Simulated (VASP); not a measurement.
Wanted: the native input for a VASP 6.6.1 run.

- Task: single point
- Functional: PBE0
- Potentials or basis: VASP PAW PBE potentials, release 64 (F_h, B_h, O_h, Si, H_h)
- Cutoff: 900 eV
- k mesh: 1 × 1 × 1
- Occupations: gaussian, width 0.01 eV
- Spin: no spin polarisation
- Grid for exact exchange (PRECFOCK): Fast
- Exchange at q = 0: truncated
- Further INCAR settings: ALGO = Normal; EDIFF = 1e-06; NBANDS = 23

FB2OSiH3, in a box:

```
CELL_PARAMETERS angstrom
13.00000 0.00000 0.00000
0.00000 13.00000 0.00000
0.00000 0.00000 13.00000
ATOMIC_POSITIONS crystal
F 0.45660 0.42774 0.65455
B 0.48778 0.46965 0.56872
B 0.57069 0.56643 0.52631
O 0.55498 0.55688 0.42289
Si 0.46698 0.45844 0.41355
H 0.62905 0.62962 0.55925
H 0.37295 0.49645 0.36037
H 0.51136 0.37362 0.35068
```

These files were run (other wordings do the same):

POSCAR

```
SiB2H3OF
1.0
   13.0000000000      0.0000000000      0.0000000000
    0.0000000000     13.0000000000      0.0000000000
    0.0000000000      0.0000000000     13.0000000000
F B O Si H
1 2 1 1 3
Cartesian
    5.9358000000      5.5605999800      8.5090999500
    6.3412000600      6.1055000500      7.3934000400
    7.4190000300      7.3636000100      6.8419999700
    7.2148000600      7.2393999600      5.4976000300
    6.0708000600      5.9596999800      5.3760999500
    8.1777000500      8.1849999400      7.2703000500
    4.8482999500      6.4537999500      4.6847999900
    6.6477000200      4.8569999400      4.5589000600
```

INCAR.step1

```
SYSTEM = SiB2H3OF
  PREC = Accurate
  ENCUT = 900
  EDIFF = 1E-5
  ISMEAR = 0
  SIGMA = 0.01
  LREAL = .FALSE.
  LASPH = .TRUE.
  NELM = 60
  ALGO = Normal
  ISIF = 2
  LWAVE = .TRUE.
  NBANDS = 23
  GGA = PE
```

INCAR.step2

```
SYSTEM = SiB2H3OF
  PREC = Accurate
  ENCUT = 900
  EDIFF = 1E-6
  ISMEAR = 0
  SIGMA = 0.01
  LREAL = .FALSE.
  LASPH = .TRUE.
  NELM = 60
  ALGO = Normal
  ISIF = 2
  LWAVE = .FALSE.
  LCHARG = .TRUE.
  GGA = PE
  LHFCALC = .TRUE.
  AEXX = 0.25
  PRECFOCK = Fast
  HFRCUT = -1
  LELF = .TRUE.
  LVHAR = .TRUE.
  LVACPOTAV = .TRUE.
  NBANDS = 23
  ISTART = 1
```

KPOINTS

```
Automatic mesh
0
G
  1 1 1
  0 0 0
```

Potentials or basis: VASP PAW PBE potentials, release 64 (F_h, B_h, O_h, Si, H_h).

Run with:

```bash
$ cat potpaw_PBE.64/F_h/POTCAR potpaw_PBE.64/B_h/POTCAR potpaw_PBE.64/O_h/POTCAR potpaw_PBE.64/Si/POTCAR potpaw_PBE.64/H_h/POTCAR > POTCAR
$ cp INCAR.step1 INCAR
$ mpirun -np 1 vasp_gam > vasp.out
$ cp INCAR.step2 INCAR
$ mpirun -np 1 vasp_gam > vasp.out
```

It gave:

The largest force is 0.104 eV/Å. The gap between the frontier levels is 4.29 eV.

Caveat: the PAW data sets were made with another functional, which shifts forces and pressure a little.

Run time: 38 min on 1 thread of AMD EPYC 7R43 64-Core Processor (Zen 3), on a shared host, peak memory 3.3 GiB.
